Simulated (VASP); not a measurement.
Crystal: RuSe.

```
Ru Se
1.0
     3.18769    0.00000    0.00000
     0.00000    3.18769    0.00000
     0.00000    0.00000    3.18769
Ru Se
1 1
Direct
  0.00000 0.00000 0.00000
  0.50000 0.50000 0.50000
```

The cell comes from a database or a generator and needn't be the stable form of this composition.

Base run:

```yaml
Program: VASP 6.6.1
Functional: PBE
Potentials_or_basis: VASP PAW PBE potentials, release 64 (Ru_pv, Se)
Cutoff: 520 eV
k_mesh: 6 × 6 × 6
Occupations: gaussian, width 0.05 eV
Spin: collinear spin, ferromagnetic start
Starting_moments: "[1.0, 0.0] μB"
Hubbard_terms: Ru d U = 3 eV
```

Its results: pressure -6.1 GPa; site moments Ru +1.48; Se -0.02 μB.

Q: The run is repeated on the same cell with these changes: further incar settings from ALGO = Normal; EDIFF = 1e-06; NBANDS = 21 to ALGO = Normal; EDIFF = 1e-07; NBANDS = 21; fixed moment from none to 4 μB. What comes out?

A: Pressure 28.1 GPa; site moments Ru +3.18; Se +0.53 μB.

Caveats: the moment is held away from its start (some runs); a pressure of tens of GPa on the cell as given is suspect, and the run, the potentials or the cell itself is likely at fault (some runs); the total moment is fixed, so each spin has its own Fermi level (some runs).
